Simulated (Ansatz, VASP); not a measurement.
**CsRe in VASP and in Ansatz**

The input INCAR:

```
  ALGO = Normal
  EDIFF = 1E-7
  ENCUT = 520
  ISIF = 2
  ISMEAR = -1
  LASPH = T
  LCHARG = F
  LMAXMIX = 4
  LMIXTAU = T
  LREAL = F
  LWAVE = F
  METAGGA = R2SCAN
  NBANDS = 15
  NELM = 100
  PREC = Accurate
  SIGMA = 0.05
```

KPOINTS

```
k-points
0
Gamma
  7 7 7
```

POSCAR

```
CsRe
1.0
    0.0000000000      3.4223023900      3.4223023900
    3.4223023900      0.0000000000      3.4223023900
    3.4223023900      3.4223023900      0.0000000000
Cs Re
1 1
Direct
    0.2500000000      0.2500000000      0.2500000000
    0.5000000000      0.5000000000      0.5000000000
```

The input KPOINTS_OPT:

```
path GXWKGLUWLK,UX
10
line-mode
reciprocal
 0.0000000000  0.0000000000  0.0000000000  G
 0.5000000000  0.0000000000  0.5000000000  X

 0.5000000000  0.0000000000  0.5000000000  X
 0.5000000000  0.2500000000  0.7500000000  W

 0.5000000000  0.2500000000  0.7500000000  W
 0.3750000000  0.3750000000  0.7500000000  K

 0.3750000000  0.3750000000  0.7500000000  K
 0.0000000000  0.0000000000  0.0000000000  G

 0.0000000000  0.0000000000  0.0000000000  G
 0.5000000000  0.5000000000  0.5000000000  L

 0.5000000000  0.5000000000  0.5000000000  L
 0.6250000000  0.2500000000  0.6250000000  U

 0.6250000000  0.2500000000  0.6250000000  U
 0.5000000000  0.2500000000  0.7500000000  W

 0.5000000000  0.2500000000  0.7500000000  W
 0.5000000000  0.5000000000  0.5000000000  L

 0.5000000000  0.5000000000  0.5000000000  L
 0.3750000000  0.3750000000  0.7500000000  K

 0.6250000000  0.2500000000  0.6250000000  U
 0.5000000000  0.0000000000  0.5000000000  X
```

Contents of input.yaml:

```yaml
crystal:
  lattice:
    - [0.0, 3.42230239, 3.42230239]
    - [3.42230239, 0.0, 3.42230239]
    - [3.42230239, 3.42230239, 0.0]
  atoms:
    - { symbol: Cs, position: [0.25, 0.25, 0.25] }
    - { symbol: Re, position: [0.5, 0.5, 0.5] }
hamiltonian:
  xc: r2scan
  pseudopotentials: { kind: paw }
kpoints:
  mp_grid: { grid: [7, 7, 7] }
  band_path:
    path:
      - [[0.0, 0.0, 0.0], [0.5, 0.0, 0.5], [0.5, 0.25, 0.75], [0.375, 0.375, 0.75], [0.0, 0.0, 0.0], [0.5, 0.5, 0.5], [0.625, 0.25, 0.625], [0.5, 0.25, 0.75], [0.5, 0.5, 0.5], [0.375, 0.375, 0.75]]
      - [[0.625, 0.25, 0.625], [0.5, 0.0, 0.5]]
    npoints: 14
scf:
  occupations: { method: fermi_dirac, width: 0.05 }
  n_extra_bands: 6
output:
  forces: true
  stress: true
  eigenvalues: true
  fatbands: false
  write_density: true
  write_potential: true
  elf: true
  volumetric_format: npy
```

The cell was built by a generator and needn't be a form met in nature.

Alike in both runs: task band structure; functional r2SCAN; k mesh 7 × 7 × 7; occupations fermi-dirac, width 0.05 eV; no spin polarisation.

```csv
,VASP,Ansatz
version,VASP 6.6.1,Ansatz 0.2.0
potentials or method,"VASP PAW PBE potentials, release 64 (Cs_sv, Re)",Ansatz PAW
plane-wave cutoff (eV),520,500
valence electrons in the cell,16,24
```

Ansatz gave:

| Item | Value |
| --- | --- |
| gap on the k mesh at the Fermi level (eV) | none |
| pressure (GPa) | -2.1 |

**Question.** Estimate VASP's values.

**Answer.** gap on the k mesh at the Fermi level (eV): none; pressure (GPa): -1.3.

A gap of «none» marks a metal or a gap that the smearing closes. The two sets of potentials don't hold the same shells in valence.

Caveats: spin-orbit coupling is left out, which moves the levels of the heavy elements; the PAW data sets were made with another functional, which shifts forces and pressure a little (VASP); the PAW data sets come from PBE, with cores solved anew for the run's functional, which leaves a small shift of forces and pressure (Ansatz).
